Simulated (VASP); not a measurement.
A convergence study with VASP on WSe2 (2H layered): one setting is varied, all else stays as given below, so the limit is that of these other settings.

```yaml
crystal:
  lattice:
    - [1.64000, -2.84056, 0.00000]
    - [1.64000, 2.84056, 0.00000]
    - [0.00000, 0.00000, 12.96000]
  atoms:
    - { symbol: W, position: [0.33333, 0.66667, 0.25000] }
    - { symbol: W, position: [0.66667, 0.33333, 0.75000] }
    - { symbol: Se, position: [0.33333, 0.66667, 0.87900] }
    - { symbol: Se, position: [0.66667, 0.33333, 0.37900] }
    - { symbol: Se, position: [0.66667, 0.33333, 0.12100] }
    - { symbol: Se, position: [0.33333, 0.66667, 0.62100] }
```

Method: LDA (Ceperley-Alder, Perdew-Zunger), VASP's LDA PAW potentials (set 64) (plane waves; VASP 6.6.1). The tightest run used: 550 eV cut-off, 13×13×3 Monkhorst-Pack mesh, Gaussian smearing of 0.050 eV, potentials W_sv Se.

Q: The settings run are 1×1×1 mesh; 2×2×1 mesh; 3×3×1 mesh; 4×4×1 mesh; 5×5×1 mesh; 6×6×1 mesh; 7×7×2 mesh; 8×8×2 mesh; 9×9×2 mesh; 10×10×2 mesh; 11×11×2 mesh; 12×12×3 mesh; 13×13×3 mesh. From which on does the energy per atom stay within 0.001 eV/atom of the tightest run?

A: From 7×7×2 mesh on: it is off by 0.0003 there and by no more than 0.001 in any finer run, while 6×6×1 mesh is off by 0.0079.
| setting | E (eV/atom) | pressure (GPa) | largest force (eV/Å) | irreducible k-points | difference judged (eV/atom) |
|---|---|---|---|---|---|
| 1×1×1 mesh | -4.6052 | 20.44 | 4.073 | 1 | 3.4742 |
| 2×2×1 mesh | -8.2113 | -3.42 | 0.361 | 2 | 0.1319 |
| 3×3×1 mesh | -8.0605 | -2.21 | 0.494 | 3 | 0.0189 |
| 4×4×1 mesh | -8.0653 | -2.10 | 0.190 | 6 | 0.0141 |
| 5×5×1 mesh | -8.0712 | -2.19 | 0.213 | 5 | 0.0082 |
| 6×6×1 mesh | -8.0715 | -2.20 | 0.210 | 12 | 0.0079 |
| 7×7×2 mesh | -8.0797 | -2.40 | 0.175 | 8 | 0.0003 |
| 8×8×2 mesh | -8.0795 | -2.39 | 0.175 | 20 | 0.0001 |
| 9×9×2 mesh | -8.0794 | -2.38 | 0.174 | 12 | 0.0000 |
| 10×10×2 mesh | -8.0795 | -2.39 | 0.175 | 30 | 0.0001 |
| 11×11×2 mesh | -8.0795 | -2.39 | 0.175 | 16 | 0.0001 |
| 12×12×3 mesh | -8.0794 | -2.38 | 0.175 | 84 | 0.0000 |
| 13×13×3 mesh | -8.0794 | -2.38 | 0.175 | 42 | 0.0000 |

Left out are rungs that failed or repeat a setting and relaxations that didn't move; long series are thinned to 24 rows.

The compound is WSe2 in the 2H layered structure. The cell was not relaxed at this level, forces remain on its atoms.
